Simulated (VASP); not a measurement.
Given:

```xyz
2
Lattice="4.1429 0.0000 0.0000 0.0000 4.1429 0.0000 0.0000 0.0000 4.1429" Properties=species:S:1:pos:R:3 pbc="T T T"
Cs     0.0000     0.0000     0.0000
Cl     2.0714     2.0714     2.0714
```

Level of theory: r2SCAN meta-GGA, VASP's PBE PAW potentials (set 64) (plane waves; VASP). Settings: 480 eV cut-off, 6×6×6 Γ-centred mesh, Gaussian smearing of 0.050 eV, potentials Cs_sv Cl.

Energy and stress use the plane-wave basis of the starting cell.

Task: The ions, cell shape and volume at an external pressure of 20.0 GPa are relaxed. Which structure does the run end with?

Result: 
```xyz
2
Lattice="3.6321 0.0000 0.0000 0.0000 3.6321 0.0000 0.0000 0.0000 3.6321" Properties=species:S:1:pos:R:3 pbc="T T T"
Cs     0.0000     0.0000     0.0000
Cl     1.8161     1.8161     1.8161
```
Space group Pm-3m (221), at a tolerance of 0.03 Å.

Task: How do energy and volume change from the first to the last step?

Result: The energy (σ→0) changes by +487.0 meV/atom and the volume by -32.6 %, in 7 ionic steps.

The compound is CsCl in the CsCl type structure. This run relaxes it under an external pressure of 20 GPa. Symmetry was kept, so distortions that lower it aren't found.
